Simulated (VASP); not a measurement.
These are LDA (Ceperley-Alder, Perdew-Zunger), VASP's LDA PAW potentials (set 64) (plane waves; VASP) values and carry that method's errors.

The input files of a VASP run:

**KPOINTS**
```
kpoints
0
G
 7 7 4
```

INCAR:
```
ALGO = Normal
EDIFF = 1E-6
EDIFFG = -0.02
ENCUT = 500
IBRION = 2
ISIF = 3
ISMEAR = 0
LASPH = T
LCHARG = F
LMAXMIX = 4
LREAL = F
LWAVE = F
NELM = 100
NSW = 40
PREC = Accurate
PSTRESS = 100
SIGMA = 0.05
SYSTEM = ZnS
```

POSCAR:
```
ZnS
1
    1.8371623989    -3.1820585703     0.0000000000
    1.8371623989     3.1820585703     0.0000000000
    0.0000000000     0.0000000000     6.0493522610
Zn S
2 2
Direct
  0.6666670000   0.3333330000   0.5010305369
  0.3333330000   0.6666670000   0.0010305369
  0.6666670000   0.3333330000   0.8739694631
  0.3333330000   0.6666670000   0.3739694631
```

POTCAR, in this order: Zn S (LDA.64 set). Program: vasp_std.

Energy and stress use the plane-wave basis of the starting cell.

Problem. What does the run give for the energy per atom (σ→0), volume per atom?

Solution. 
| Property | Result |
|---|---|
| energy per atom (σ→0) | -4.052 eV/atom |
| volume per atom | 16.97 Å^3/atom |

### OSZICAR
```
...
DAV:   6    -0.162099782534E+02   -0.81386E-04   -0.17292E-03  1226   0.583E-01    0.585E-02
DAV:   7    -0.162099961753E+02   -0.17922E-04   -0.52879E-05  1268   0.605E-02    0.667E-02
DAV:   8    -0.162099823415E+02    0.13834E-04   -0.28604E-04  1122   0.102E-01    0.470E-02
DAV:   9    -0.162099763549E+02    0.59866E-05   -0.15280E-05  1170   0.411E-02    0.335E-02
DAV:  10    -0.162099739923E+02    0.23626E-05   -0.20573E-06   812   0.109E-02    0.211E-02
DAV:  11    -0.162099725823E+02    0.14100E-05   -0.44571E-06  1066   0.126E-02    0.681E-03
DAV:  12    -0.162099724385E+02    0.14387E-06   -0.76913E-07   570   0.521E-03
   3 F= -.11973802E+02 E0= -.11973802E+02  d E =-.457328E-01
```

The compound is ZnS in the wurtzite structure, the high-temperature form. This run relaxes it under an external pressure of 10 GPa. Symmetry was kept, so distortions that lower it aren't found.
